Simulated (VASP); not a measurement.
# BAs: a GW gap and what it depends on, part 2 of 2

Aim: test the GW correction to the gap of BAs. The starting structure is a measured crystal structure from the Crystallography Open Database. Cell and atoms stay as given.

VASP 6.6.1.

Results so far: G0W0 (response cutoff 100 eV, 4×4×4 mesh) 1.78 eV; G0W0 (response cutoff 160 eV, 4×4×4 mesh) 1.89 eV; G0W0 (response cutoff 240 eV, 4×4×4 mesh) 1.94 eV.

### Step 5. GW0 with iterated eigenvalues (response cutoff 160 eV, 4×4×4 mesh)

Level of this step: evGW0 on LDA; plane waves and PAW (As_GW, B_GW) (VASP).

It reads the orbitals and their derivatives (WAVECAR and WAVEDER) of a run with the empty bands, which follows a ground-state run; neither is shown.

File INCAR:

```
SYSTEM = BAs
PREC = Accurate
ENCUT = 340
ISMEAR = 0
SIGMA = 0.01
LREAL = .FALSE.
GGA = CA
NBANDS = 128
ALGO = EVGW0
NELMGW = 4
ENCUTGW = 160
NOMEGA = 40
PRECFOCK = Fast
NBANDSGW = 12
LWAVE = .FALSE.
LCHARG = .FALSE.
```

File POSCAR:

```
BAs
1.0
    0.0000000000      2.3885000000      2.3885000000
    2.3885000000      0.0000000000      2.3885000000
    2.3885000000      2.3885000000      0.0000000000
As B
1 1
Direct
    0.7500000000      0.7500000000      0.7500000000
    0.0000000000      0.0000000000      0.0000000000
```

File KPOINTS:

```
Automatic mesh
0
Gamma
4 4 4
0 0 0
```

The projector-augmented-wave data sets are As_GW and B_GW (LDA family, release 64).

The run is started by

```console
$ mpirun -np 4 vasp_std
```

What it wrote:

```text
[banner, memory and clock lines left out]
running    4 mpi-ranks, on    1 nodes
[...]
[... a notice as in an earlier step ...]

 LDA part: xc-table for (Slater(with rela. corr.)+CA(PZ))
 , standard interpolation
 found WAVECAR, reading the header
 POSCAR, INCAR and KPOINTS ok, starting setup
[...]
reading WAVECAR
 the WAVECAR file was read successfully
 initial charge from wavefunction
 available memory per node:    148.57 GB, setting MAXMEM to    152138

 The Fermi energy was updated, please check that it is located mid-gap
 values below the HOMO (VB) or above the LUMO (CB) will cause erroneous energies
 E-fermi :   6.8917

 calculate exact exchange contribution
 the WAVEDER file was read successfully
energies w=
    0.000    0.000    0.554    0.000    1.105    0.000    1.649    0.000
    2.184    0.000    2.709    0.000    3.222    0.000    3.724    0.000
    4.214    0.000    4.695    0.000    5.167    0.000    5.632    0.000
[...]
total number of BLAS operations         54.71 Gflops
NQ=   4    0.2500    0.2500    0.0000,
|.........|.........|.........|.........|.........|.........|.........|.........
 performed        585000 updates of chi_q(r,r)
 total number of BLAS operations         79.35 Gflops
NQ=   5    0.5000    0.2500    0.0000,
|.........|.........|.........|.........|.........|.........|.........|.........
 performed        826000 updates of chi_q(r,r)
 total number of BLAS operations        109.07 Gflops
NQ=   6   -0.2500    0.2500    0.0000,
|.........|.........|.........|.........|.........|.........|.........|.........
 performed       1043000 updates of chi_q(r,r)
 total number of BLAS operations        136.21 Gflops
NQ=   7    0.5000    0.5000    0.0000,
|.........|.........|.........|.........|.........|.........|.........|.........
 performed       1174000 updates of chi_q(r,r)
 total number of BLAS operations        150.32 Gflops
NQ=   8   -0.2500    0.5000    0.2500,
|.........|.........|.........|.........|.........|.........|.........|.........
 performed       1341000 updates of chi_q(r,r)
 total number of BLAS operations        168.40 Gflops
 resolving degeneracies of screened two electron integrals

 calculate QP shifts <psi_nk| G(iteration)W_0 |psi_nk>: iteration 4
 entering main loop
```

Elapsed: 27 s, on 4 MPI ranks of Intel Xeon Platinum 8375C at 2.90GHz (Ice Lake), shared host; peak memory 0.55 GiB.

From OUTCAR (step 5):

```text
 QP shifts <psi_nk| G(iteration)W_0 |psi_nk>: iteration 2
 k-point   1 :       0.0000    0.0000    0.0000
  band No. old QP-enery  QP-energies   sigma(KS)   T+V_ion+V_H  V^pw_x(r,r')   Z            occupation Imag(sigma)
      1      -9.8608     -10.0196     -12.8026       2.7199     -19.5616       0.7158       2.0000       1.3096
      2       5.8650       5.8200     -13.2554      19.0635     -14.2801       0.7899       2.0000       0.0912
      3       5.8650       5.8200     -13.2554      19.0635     -14.2801       0.7899       2.0000       0.0912
      4       5.8650       5.8200     -13.2554      19.0635     -14.2801       0.7899       2.0000       0.0912
      5       9.9416      10.0003     -11.1234      21.1401      -6.5896       0.7821       0.0000      -0.0960
      6       9.9416      10.0003     -11.1234      21.1401      -6.5896       0.7821       0.0000      -0.0960
      7       9.9416      10.0003     -11.1234      21.1401      -6.5896       0.7821       0.0000      -0.0960
      8      11.5582      11.6469     -12.0096      23.6849      -6.4194       0.7580       0.0000      -0.1481
    ...

 QP shifts <psi_nk| G(iteration)W_0 |psi_nk>: iteration 3
 k-point   1 :       0.0000    0.0000    0.0000
  band No. old QP-enery  QP-energies   sigma(KS)   T+V_ion+V_H  V^pw_x(r,r')   Z            occupation Imag(sigma)
      1     -10.0196     -10.0565     -12.7911       2.7199     -19.5616       0.7158       2.0000       1.3168
      2       5.8200       5.8137     -13.2514      19.0635     -14.2801       0.7902       2.0000       0.0915
      3       5.8200       5.8137     -13.2514      19.0635     -14.2801       0.7902       2.0000       0.0915
      4       5.8200       5.8137     -13.2514      19.0635     -14.2801       0.7902       2.0000       0.0915
      5      10.0003      10.0081     -11.1298      21.1401      -6.5896       0.7824       0.0000      -0.0965
      6      10.0003      10.0081     -11.1298      21.1401      -6.5896       0.7824       0.0000      -0.0965
      7      10.0003      10.0081     -11.1298      21.1401      -6.5896       0.7824       0.0000      -0.0965
      8      11.6469      11.6599     -12.0208      23.6849      -6.4194       0.7581       0.0000      -0.1494
    ...

 QP shifts <psi_nk| G(iteration)W_0 |psi_nk>: iteration 4
 k-point   1 :       0.0000    0.0000    0.0000
  band No. old QP-enery  QP-energies   sigma(KS)   T+V_ion+V_H  V^pw_x(r,r')   Z            occupation Imag(sigma)
      1     -10.0565     -10.0647     -12.7879       2.7199     -19.5616       0.7161       2.0000       1.3192
      2       5.8137       5.8127     -13.2511      19.0635     -14.2801       0.7903       2.0000       0.0915
      3       5.8137       5.8127     -13.2511      19.0635     -14.2801       0.7903       2.0000       0.0915
      4       5.8137       5.8127     -13.2511      19.0635     -14.2801       0.7903       2.0000       0.0915
      5      10.0081      10.0092     -11.1306      21.1401      -6.5896       0.7826       0.0000      -0.0965
      6      10.0081      10.0092     -11.1306      21.1401      -6.5896       0.7826       0.0000      -0.0965
      7      10.0081      10.0092     -11.1306      21.1401      -6.5896       0.7826       0.0000      -0.0965
      8      11.6599      11.6619     -12.0224      23.6849      -6.4194       0.7581       0.0000      -0.1496
    ...

[... 3 parts as in an earlier step ...]

[... 1 further part left out ...]
[key lines of the parts left out:]
E-fermi :   6.8917
```

GW0 with iterated eigenvalues (response cutoff 160 eV, 4×4×4 mesh): the quasiparticle gap on this mesh is 1.972 eV, +0.661 eV from the LDA gap on the same points, with 128 bands.

### Step 6. G0W0 (response cutoff 100 eV, 5×5×5 mesh)

It reads the orbitals and their derivatives (WAVECAR and WAVEDER) of a run with the empty bands, which follows a ground-state run; neither is shown.

Changes to INCAR since step 5:

```diff
@@ -7,6 +7,6 @@
 GGA = CA
-NBANDS = 128
+NBANDS = 64
 ALGO = EVGW0
-NELMGW = 4
-ENCUTGW = 160
+NELMGW = 1
+ENCUTGW = 100
 NOMEGA = 40
```

POSCAR is that of step 5.

File KPOINTS:

```
Automatic mesh
0
Gamma
5 5 5
0 0 0
```

The run is started by

```console
$ mpirun -np 4 vasp_std
```

What it wrote:

```text
[banner, memory and clock lines left out]
running    4 mpi-ranks, on    1 nodes
[...]
[... a notice as in an earlier step ...]

 LDA part: xc-table for (Slater(with rela. corr.)+CA(PZ))
 , standard interpolation
 found WAVECAR, reading the header
 POSCAR, INCAR and KPOINTS ok, starting setup
[...]
reading WAVECAR
 the WAVECAR file was read successfully
 initial charge from wavefunction
 available memory per node:    149.10 GB, setting MAXMEM to    152682

 The Fermi energy was updated, please check that it is located mid-gap
 values below the HOMO (VB) or above the LUMO (CB) will cause erroneous energies
 E-fermi :   6.7675

 calculate exact exchange contribution
 the WAVEDER file was read successfully
energies w=
    0.000    0.000    0.498    0.000    0.993    0.000    1.483    0.000
    1.964    0.000    2.436    0.000    2.898    0.000    3.349    0.000
    3.790    0.000    4.222    0.000    4.647    0.000    5.065    0.000
[...]
total number of BLAS operations         22.23 Gflops
NQ=   6   -0.4000    0.2000    0.0000,
|.........|.........|.........|.........|.........|.........|.........|.........
 performed        928000 updates of chi_q(r,r)
 total number of BLAS operations         29.06 Gflops
NQ=   7   -0.2000    0.2000    0.0000,
|.........|.........|.........|.........|.........|.........|.........|.........
 performed       1118000 updates of chi_q(r,r)
 total number of BLAS operations         34.73 Gflops
NQ=   8    0.4000    0.4000    0.0000,
|.........|.........|.........|.........|.........|.........|.........|.........
 performed       1259000 updates of chi_q(r,r)
 total number of BLAS operations         39.36 Gflops
NQ=   9   -0.4000    0.4000    0.0000,
|.........|.........|.........|.........|.........|.........|.........|.........
 performed       1449000 updates of chi_q(r,r)
 total number of BLAS operations         44.85 Gflops
NQ=  10   -0.4000    0.4000    0.2000,
|.........|.........|.........|.........|.........|.........|.........|.........
 performed       1688000 updates of chi_q(r,r)
 total number of BLAS operations         51.99 Gflops
 resolving degeneracies of screened two electron integrals

 calculate QP shifts <psi_nk| G(iteration)W_0 |psi_nk>: iteration 1
 entering main loop
```

The job ended after 12 s (4 MPI ranks; peak memory 0.51 GiB; 41 s of CPU time).

OUTCAR, selected parts (step 6):

```text
 QP shifts <psi_nk| G(iteration)W_0 |psi_nk>: iteration 1
 for sc-GW calculations column KS-energies equals QP-energies in previous step
 and V_xc(KS)=  KS-energies - (<T + V_ion + V_H > + <T+V_H+V_ion>^1  + <V_x>^1)
 k-point   1 :       0.0000    0.0000    0.0000
  band No.  KS-energies  QP-energies   sigma(KS)   V_xc(KS)     V^pw_x(r,r')   Z            occupation Imag(sigma)
      1      -9.1742      -9.7229     -12.6581     -11.8811     -19.5775       0.7062       2.0000       1.3012
      2       6.2118       6.0787     -12.9920     -12.8226     -14.0691       0.7854       2.0000       0.0973
      3       6.2118       6.0787     -12.9920     -12.8226     -14.0691       0.7854       2.0000       0.0973
      4       6.2118       6.0787     -12.9920     -12.8226     -14.0691       0.7854       2.0000       0.0973
      5       9.4539      10.1006     -10.8506     -11.6760      -6.7030       0.7835       0.0000      -0.0808
      6       9.4539      10.1006     -10.8506     -11.6760      -6.7030       0.7835       0.0000      -0.0808
      7       9.4539      10.1006     -10.8506     -11.6760      -6.7030       0.7835       0.0000      -0.0808
      8      10.8855      11.7651     -11.6233     -12.7792      -6.5588       0.7609       0.0000      -0.1242
    ...

[... 1 part as in an earlier step ...]

[... 2 further parts left out ...]
[key lines of the parts left out:]
E-fermi :   6.7675
```

G0W0 (response cutoff 100 eV, 5×5×5 mesh): the quasiparticle gap on this mesh is 1.626 eV, +0.515 eV from the LDA gap on the same points, with 64 bands.

### Step 7. G0W0 (response cutoff 100 eV, 4×4×4 mesh, 8 empty bands)

It reads the orbitals and their derivatives (WAVECAR and WAVEDER) of a run with the empty bands, which follows a ground-state run; neither is shown.

Changes to INCAR since step 6:

```diff
@@ -7,3 +7,3 @@
 GGA = CA
-NBANDS = 64
+NBANDS = 12
 ALGO = EVGW0
```

POSCAR is that of step 6.

File KPOINTS:

```
Automatic mesh
0
Gamma
4 4 4
0 0 0
```

The run is started by

```console
$ mpirun -np 4 vasp_std
```

What it wrote:

```text
[banner, memory and clock lines left out]
running    4 mpi-ranks, on    1 nodes
[...]
[... a notice as in an earlier step ...]

 LDA part: xc-table for (Slater(with rela. corr.)+CA(PZ))
 , standard interpolation
 found WAVECAR, reading the header
 POSCAR, INCAR and KPOINTS ok, starting setup
[...]
reading WAVECAR
 the WAVECAR file was read successfully
 initial charge from wavefunction
 available memory per node:    154.77 GB, setting MAXMEM to    158480

 The Fermi energy was updated, please check that it is located mid-gap
 values below the HOMO (VB) or above the LUMO (CB) will cause erroneous energies
 E-fermi :   6.8917

 calculate exact exchange contribution
 the WAVEDER file was read successfully
energies w=
    0.000    0.000    0.556    0.000    1.109    0.000    1.655    0.000
    2.192    0.000    2.719    0.000    3.235    0.000    3.738    0.000
    4.230    0.000    4.713    0.000    5.187    0.000    5.654    0.000
[...]
total number of BLAS operations          1.09 Gflops
NQ=   4    0.2500    0.2500    0.0000,
|.........|.........|.........|.........|.........|.........|.........|.........
 performed         46000 updates of chi_q(r,r)
 total number of BLAS operations          1.50 Gflops
NQ=   5    0.5000    0.2500    0.0000,
|.........|.........|.........|.........|.........|.........|.........|.........
 performed         66000 updates of chi_q(r,r)
 total number of BLAS operations          2.08 Gflops
NQ=   6   -0.2500    0.2500    0.0000,
|.........|.........|.........|.........|.........|.........|.........|.........
 performed         84000 updates of chi_q(r,r)
 total number of BLAS operations          2.60 Gflops
NQ=   7    0.5000    0.5000    0.0000,
|.........|.........|.........|.........|.........|.........|.........|.........
 performed         94000 updates of chi_q(r,r)
 total number of BLAS operations          2.94 Gflops
NQ=   8   -0.2500    0.5000    0.2500,
|.........|.........|.........|.........|.........|.........|.........|.........
 performed        107000 updates of chi_q(r,r)
 total number of BLAS operations          3.29 Gflops
 resolving degeneracies of screened two electron integrals

 calculate QP shifts <psi_nk| G(iteration)W_0 |psi_nk>: iteration 1
 entering main loop
```

Elapsed: 3.4 s, on 4 MPI ranks; peak memory 0.42 GiB; 7.2 s of CPU time.

Parts of OUTCAR (step 7):

```text
 QP shifts <psi_nk| G(iteration)W_0 |psi_nk>: iteration 1
 for sc-GW calculations column KS-energies equals QP-energies in previous step
 and V_xc(KS)=  KS-energies - (<T + V_ion + V_H > + <T+V_H+V_ion>^1  + <V_x>^1)
 k-point   1 :       0.0000    0.0000    0.0000
  band No.  KS-energies  QP-energies   sigma(KS)   V_xc(KS)     V^pw_x(r,r')   Z            occupation Imag(sigma)
      1      -9.1588      -9.2611     -12.0200     -11.8787     -19.5616       0.7241       2.0000       1.6597
      2       6.2363       6.9868     -11.8843     -12.8272     -14.2801       0.7959       2.0000       0.0808
      3       6.2363       6.9868     -11.8843     -12.8272     -14.2801       0.7959       2.0000       0.0808
      4       6.2363       6.9868     -11.8843     -12.8272     -14.2801       0.7959       2.0000       0.0808
      5       9.4675      11.1315      -9.5786     -11.6726      -6.5896       0.7946       0.0000      -0.1002
      6       9.4675      11.1315      -9.5786     -11.6726      -6.5896       0.7946       0.0000      -0.1002
      7       9.4675      11.1315      -9.5786     -11.6726      -6.5896       0.7946       0.0000      -0.1002
      8      10.9095      12.6611     -10.4795     -12.7754      -6.4194       0.7629       0.0000      -0.1857
    ...

[... 1 part as in an earlier step ...]

[... 2 further parts left out ...]
[key lines of the parts left out:]
E-fermi :   6.8917
```

G0W0 (response cutoff 100 eV, 4×4×4 mesh, 8 empty bands): the quasiparticle gap on this mesh is 1.753 eV, +0.442 eV from the LDA gap on the same points, with 12 bands.

### Step 8. The runs compared

```
                                                               run  LDA gap on the mesh (eV)  GW gap (eV)  correction (eV)  bands
                         G0W0 (response cutoff 100 eV, 4×4×4 mesh)                     1.311        1.779            0.468     64
                         G0W0 (response cutoff 160 eV, 4×4×4 mesh)                     1.311        1.888            0.577    128
                         G0W0 (response cutoff 240 eV, 4×4×4 mesh)                     1.311        1.936            0.625    232
GW0 with iterated eigenvalues (response cutoff 160 eV, 4×4×4 mesh)                     1.311        1.972            0.661    128
                         G0W0 (response cutoff 100 eV, 5×5×5 mesh)                     1.111        1.626            0.515     64
          G0W0 (response cutoff 100 eV, 4×4×4 mesh, 8 empty bands)                     1.311        1.753            0.442     12
```

### Step 9. Summary of results

* gap, G0W0 (response cutoff 100 eV, 4×4×4 mesh): 1.779 eV
* gap, G0W0 (response cutoff 160 eV, 4×4×4 mesh): 1.888 eV
* gap, G0W0 (response cutoff 240 eV, 4×4×4 mesh): 1.936 eV
* gap, GW0 with iterated eigenvalues (response cutoff 160 eV, 4×4×4 mesh): 1.972 eV
* gap, G0W0 (response cutoff 100 eV, 5×5×5 mesh): 1.626 eV
* gap, G0W0 (response cutoff 100 eV, 4×4×4 mesh, 8 empty bands): 1.753 eV

What this shows: The correction to the LDA gap of BAs is +0.468 eV at a response cutoff of 100 eV, +0.577 eV at a response cutoff of 160 eV, +0.625 eV at a response cutoff of 240 eV. The number of bands rises with the cutoff. On a 5×5×5 mesh in place of 4×4×4 the correction is +0.515 eV against +0.468 eV. The LDA gap lies between other k-points on the two meshes (0.0000 0.0000 0.0000 to 0.4000 0.4000 0.0000 against 0.0000 0.0000 0.0000 to 0.5000 0.5000 0.0000), so the two corrections belong to different transitions. Iterating the eigenvalues in G raises the gap by +0.084 eV. With 8 empty bands alone, a slip made on purpose, the correction is +0.442 eV against +0.468 eV. Errors of the two band edges can cancel in a gap, so a value close to the better runs would prove nothing. From a response cutoff of 160 to 240 eV the correction still moves by +0.048 eV, so cutoff and bands aren't shown to be converged. The LDA gap along the bands, from another run on this structure, is 1.125 eV. On the 4×4×4 mesh it is 1.311 eV, so this mesh misses the band edges. On the 5×5×5 mesh it is 1.111 eV, so this mesh comes close to the edges. Further runs on this material are not shown.

[Lines on the potential files, build, host, timing and source positions are cut from VASP's logs without a mark.]

[Logs are printed without paths, hosts, clocks, repeated set-up lines and the standing remarks that a program may print on its own settings, such as how far it seeks lower states.]

[Hosts, paths, dates, database ids (printed as entryN), source tags and the programs' standing remarks are cut or masked in the printed files.]
